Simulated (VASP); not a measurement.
Level of theory: revPBE GGA, VASP's PBE PAW potentials (set 64) (plane waves; VASP).

VASP ran on this input.

### POSCAR
```
CsSnI3
1
    6.2923498136     0.0000000000     0.0000000000
    0.0000000000     6.2923498136     0.0000000000
    0.0000000000     0.0000000000     6.2923498136
Cs Sn I
1 1 3
Direct
  0.0000000000   0.0000000000   0.0000000000
  0.5000000000   0.5000000000   0.5000000000
  0.5000000000   0.0000000000   0.5000000000
  0.0000000000   0.5000000000   0.5000000000
  0.5000000000   0.5000000000   0.0000000000
```

### KPOINTS
```
Automatic
0
gamma
  4 4 4
```

### INCAR
```
! general
SYSTEM   =  CsSnI3
PREC     =  Accurate
ENCUT    =  520   ! plane-wave cut-off (eV)
LREAL    =  F
LASPH    =  T

! electronic loop
EDIFF    =  1E-7   ! SCF stop (eV)
NELM     =  100   ! most electronic steps
ALGO     =  Normal   ! blocked Davidson
LMAXMIX  =  4

! smearing
ISMEAR   =  0   ! Gaussian
SIGMA    =  0.05

! functional
GGA      =  RE   ! revPBE

! ions
ISIF     =  2   ! forces and stress, cell fixed

! output
LWAVE    =  F
LCHARG   =  F
```

POTCAR, in this order: Cs_sv Sn_d I (PBE.64 set). Program: vasp_std.

Task: What will the output report for the number of irreducible k-points (NKPTS), largest plane-wave count, number of space-group operations, FFT grid (NGX, NGY, NGZ)?

Result: 
```
Property                                      Result
--------------------------------------  ------------
number of irreducible k-points (NKPTS)            10
largest plane-wave count                        6776
number of space-group operations                  48
FFT grid (NGX, NGY, NGZ)                48 × 48 × 48
```

The compound is CsSnI3 in the cubic perovskite structure, the ideal cubic form; the compound distorts at low or room temperature. This cell is one point of a volume scan, at 0.97 of the reference volume.
